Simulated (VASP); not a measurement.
Consider the following.

```xyz
8
Lattice="0.0001 5.4903 5.4811 5.4903 0.0001 5.4811 2.7452 2.7452 0.0000" Properties=species:S:1:pos:R:3 pbc="T T T"
Ga     2.7452     2.7452     0.0035
Ga     5.4626     2.7729     2.7659
Ga     2.7729     5.4626     2.7659
Ga     2.7452     2.7452     5.4279
P      1.3726     1.3726     1.3693
P      4.1187     1.3717     4.1100
P      1.3717     4.1187     4.1100
As     4.1178     4.1178     6.8531
```

These are PBEsol GGA, VASP's PBE PAW potentials (set 64) (plane waves; VASP) values and carry that method's errors. Numerical set-up: 400 eV cut-off, 4×4×8 Γ-centred mesh, tetrahedra with Blöchl corrections, potentials Ga_d P As.

**Question.** What does the run give for the energy per atom (σ→0), band gap (on the k-mesh) with the smallest direct gap where there is one?

**Answer.** 
* **band gap (on the k-mesh)**: 1.25 eV
* **smallest direct gap (on the k-mesh)**: 1.27 eV
* **energy per atom (σ→0)**: -4.848 eV/atom

Only differences to runs with the same potentials and settings are physical.

The structure was generated: Ga4AsP3 was put into an ordered model structure (Amm2), which need not be its known phase. It was relaxed first.
